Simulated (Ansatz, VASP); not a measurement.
Two plane-wave programs on Be4Cd3

```
Be Cd
1.0
     5.04270    0.00000    0.00000
     0.00000    5.04270    0.00000
     0.00000    0.00000    5.04270
Be Cd
4 3
Direct
  0.50000 0.00000 0.00000
  0.00000 0.50000 0.00000
  0.00000 0.00000 0.50000
  0.50000 0.50000 0.50000
  0.00000 0.50000 0.50000
  0.50000 0.00000 0.50000
  0.50000 0.50000 0.00000
```

Alike in both runs: functional PBE; k mesh 4 × 4 × 4; occupations gaussian, width 0.1 eV; no spin polarisation.

Ansatz relaxed the structure, and its values are those at the end. VASP's run is a single point on that final structure, the one shown.

```csv
,VASP,Ansatz
version,VASP 6.6.1,Ansatz 0.2.0
potentials or method,"VASP PAW PBE potentials, release 64 (Be, Cd)","scalar-relativistic, plane waves, PAW"
plane-wave cutoff (eV),520,420
valence electrons in the cell,44,68
```

|  | VASP | Ansatz | Ansatz less VASP |
| --- | --- | --- | --- |
| gap on the k mesh at the Fermi level (eV) | none | none | - |
| pressure (GPa) | 0.1 | 0.0 | -0.14 |

A gap of «none» marks a metal or a gap that the smearing closes. The two sets of potentials don't hold the same shells in valence.
